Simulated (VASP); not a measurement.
Output of a VASP run:

File OSZICAR:
```
       N       E                     dE             d eps       ncg     rms          rms(c)
DAV:   1     0.139730773575E+03    0.13973E+03   -0.62657E+03  5184   0.457E+02
DAV:   2    -0.980692714695E+01   -0.14954E+03   -0.13582E+03  5936   0.171E+02
DAV:   3    -0.159048283264E+02   -0.60979E+01   -0.60260E+01  6208   0.335E+01
DAV:   4    -0.159365098343E+02   -0.31682E-01   -0.31670E-01  5944   0.247E+00
DAV:   5    -0.159365993293E+02   -0.89495E-04   -0.89477E-04  5764   0.121E-01    0.846E+00
DAV:   6    -0.143866956494E+02    0.15499E+01   -0.66119E-01  6336   0.909E+00    0.373E+00
DAV:   7    -0.142577754536E+02    0.12892E+00   -0.10718E-01  5944   0.239E+00    0.179E+00
DAV:   8    -0.142227216242E+02    0.35054E-01   -0.79640E-02  7256   0.128E+00    0.393E-01
DAV:   9    -0.142210898245E+02    0.16318E-02   -0.23156E-03  6460   0.234E-01    0.115E-01
DAV:  10    -0.142211974916E+02   -0.10767E-03   -0.14408E-04  5980   0.603E-02    0.567E-02
DAV:  11    -0.142211690154E+02    0.28476E-04   -0.32514E-05  6236   0.256E-02    0.353E-03
DAV:  12    -0.142211689639E+02    0.51546E-07   -0.31080E-07  6200   0.283E-03
   1 F= -.14221169E+02 E0= -.14221169E+02  d E =-.317898E-43
 imaginary and real dielectric function
```

OUTCAR:
```
------------------------ aborting loop because EDIFF is reached ----------------------------------------
  FORCE on cell =-STRESS in cart. coord.  units (eV):
  Direction    XX          YY          ZZ          XY          YZ          ZX
  --------------------------------------------------------------------------------------
  Total        0.0010473      0.0010473      0.0010473      0.0000000      0.0000000     -0.0000000
  in kB        0.0638432      0.0638432      0.0638432      0.0000000      0.0000000     -0.0000000
  external PRESSURE =       0.0638432 kB  Pullay stress =       0.0000000 kB
  volume of cell :       26.28
      direct lattice vectors                 reciprocal lattice vectors
     0.000000000  2.359799047  2.359799047    -0.211882448  0.211882448  0.211882448
     2.359799047  0.000000000  2.359799047     0.211882448 -0.211882448  0.211882448
     2.359799047  2.359799047  0.000000000     0.211882448  0.211882448 -0.211882448
  FREE ENERGIE OF THE ION-ELECTRON SYSTEM (eV)
  ---------------------------------------------------
  free  energy   TOTEN  =       -14.2211689639 eV

  energy  without entropy=      -14.2211689639  energy(sigma->0) =      -14.22116896

 plasma frequency squared (from intraband transitions) (eV^2)
  --------------------------------------------------------------------------------------
       0.000       0.000       0.000
       0.000       0.000       0.000
      -0.000       0.000       0.000

 plasma frequency squared (from interband transitions, int dw w eps(2)(w)) (eV^2)
  --------------------------------------------------------------------------------------
     601.390       0.000      -0.000      -0.000       0.000       0.000
      -0.000       0.000     601.390       0.000      -0.000       0.000
       0.000      -0.000      -0.000      -0.000     601.390       0.000
```
(Selected blocks of OUTCAR.)

File POSCAR:
```
CaO
1
    0.0000000000     2.3597990468     2.3597990468
    2.3597990468     0.0000000000     2.3597990468
    2.3597990468     2.3597990468     0.0000000000
Ca O
1 1
Direct
  0.0000000000   0.0000000000   0.0000000000
  0.5000000000   0.5000000000   0.5000000000
```

Problem. Write an INCAR and KPOINTS that could have produced this output.

Solution. One answer among several that fit: the input of the run itself, LDA (Ceperley-Alder, Perdew-Zunger), plane waves, VASP's LDA PAW potentials (set 64).

File KPOINTS:
```
Automatic mesh
0
Gamma
12 12 12
0 0 0
```

INCAR:
```
SYSTEM = CaO
PREC = Accurate
ENCUT = 520
EDIFF = 1E-7
NELM = 100
ALGO = Normal
LREAL = .FALSE.
LASPH = .TRUE.
ISMEAR = 0
SIGMA = 0.01
LWAVE = .FALSE.
LCHARG = .FALSE.
LOPTICS = .TRUE.
NBANDS = 36
NEDOS = 1001
CSHIFT = 0.1
```

POTCAR, in this order: Ca_sv O (LDA.64 set). Program: vasp_std.

The structure comes from a computed database's CaO entry (Fm-3m); how it stands against other phases isn't given here. It was relaxed first, which changed the volume by -5 %.
